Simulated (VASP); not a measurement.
Level of theory: PBE GGA, VASP's PBE PAW potentials (set 64) (plane waves; VASP).

VASP input:

POSCAR:
```
Li2Se
1.0
  0.0000000000   3.0000000000   3.0000000000
  3.0000000000   0.0000000000   3.0000000000
  3.0000000000   3.0000000000   0.0000000000
Li Se
2 1
direct
  0.2548940000   0.2524600000   0.2409880000
  0.7478490000   0.7396880000   0.7581650000
 -0.0027430000   0.0078520000   0.0008470000
```

File KPOINTS_OPT:
```
k-points along high-symmetry lines
8
Line-mode
Reciprocal
  0.000000   0.000000   0.000000 ! GAMMA
  0.500000   0.000000   0.000000 ! X

  0.000000   0.000000   0.500000 ! Y
  0.000000   0.000000   0.000000 ! GAMMA

  0.000000   0.000000   0.000000 ! GAMMA
 -0.500000  -0.500000  -0.500000 ! Z

  0.000000  -0.500000   0.000000 ! R
  0.000000   0.000000   0.000000 ! GAMMA

  0.000000   0.000000   0.000000 ! GAMMA
 -0.500000  -0.500000   0.000000 ! T

  0.000000  -0.500000  -0.500000 ! U
  0.000000   0.000000   0.000000 ! GAMMA

  0.000000   0.000000   0.000000 ! GAMMA
  0.500000   0.000000   0.500000 ! V
```

INCAR:
```
SYSTEM = Li2Se
PREC = Accurate
ENCUT = 400
EDIFF = 1E-6
NELM = 100
ALGO = Normal
LREAL = .FALSE.
LASPH = .TRUE.
ISMEAR = -1
SIGMA = 0.02
GGA = PE
LMAXMIX = 4
LWAVE = .FALSE.
LCHARG = .FALSE.
ISIF = 2
```

### KPOINTS
```
Regular mesh
0
G
 5 5 5
```

POTCAR, in this order: Li_sv Se (PBE.64 set). Program: vasp_std.

At this cut-off the stress carries a Pulay error, which pulls relaxed volumes low.

Question: What does the run give for the energy per atom (σ→0), pressure, largest force, band gap (over mesh and band path)?

Answer: 
The energy per atom (σ→0) comes out as -3.726 eV/atom. The band gap (over mesh and band path) is 2.90 eV, the pressure is -1.69 GPa and the largest force comes out as 0.167 eV/Å.

**OSZICAR**
```
...
DAV:   8    -0.111783061828E+02   -0.85768E-02   -0.23032E-02  1598   0.108E+00    0.202E-01
DAV:   9    -0.111784283290E+02   -0.12215E-03   -0.13437E-03  1742   0.222E-01    0.872E-02
DAV:  10    -0.111787700036E+02   -0.34167E-03   -0.59043E-04  1390   0.155E-01    0.356E-02
DAV:  11    -0.111787772842E+02   -0.72806E-05   -0.58961E-05  1658   0.514E-02    0.141E-02
DAV:  12    -0.111787785197E+02   -0.12355E-05   -0.12284E-05  1406   0.214E-02    0.810E-04
DAV:  13    -0.111787785121E+02    0.76445E-08   -0.17618E-07  1178   0.363E-03
   1 F= -.11178779E+02 E0= -.11178779E+02  d E =-.729138E-14
       N       E                     dE             ncg
```

The structure is a typed Li2Se crystal. The cell was not relaxed at this level, atoms are displaced from their ideal sites.
